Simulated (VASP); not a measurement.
Here is the system:

```yaml
crystal:
  lattice:
    - [5.58651, 0.00000, 0.00000]
    - [-2.79325, 4.83806, 0.00000]
    - [0.00000, 0.00000, 4.46485]
  atoms:
    - { symbol: K, position: [0.00000, 0.00000, 0.00000] }
    - { symbol: Au, position: [0.66667, 0.33333, 0.00000] }
    - { symbol: Au, position: [0.33333, 0.66667, 0.00000] }
    - { symbol: Au, position: [0.50000, 0.00000, 0.50000] }
    - { symbol: Au, position: [0.50000, 0.50000, 0.50000] }
    - { symbol: Au, position: [0.00000, 0.50000, 0.50000] }
```

Computed with LDA (Ceperley-Alder, Perdew-Zunger) with spin-orbit coupling, VASP's LDA PAW potentials (set 64) (plane waves; VASP). Settings: 400 eV cut-off, 6×6×6 Γ-centred mesh, Gaussian smearing of 0.050 eV, potentials K_sv Au.

**Question.** What does the run give for the energy per atom (σ→0), band gap (over mesh and band path) with the smallest direct gap where there is one?

**Answer.** 
```yaml
band gap (over mesh and band path): none (metal, semimetal or under 0.01 eV)
energy per atom (σ→0): -4.342 eV/atom
```

Total energies compare only between runs with the same potentials, cut-off and functional.

The structure comes from a computed database's KAu5 entry (P6/mmm); how it stands against other phases isn't given here. It was relaxed first, which changed the volume by -6 %.
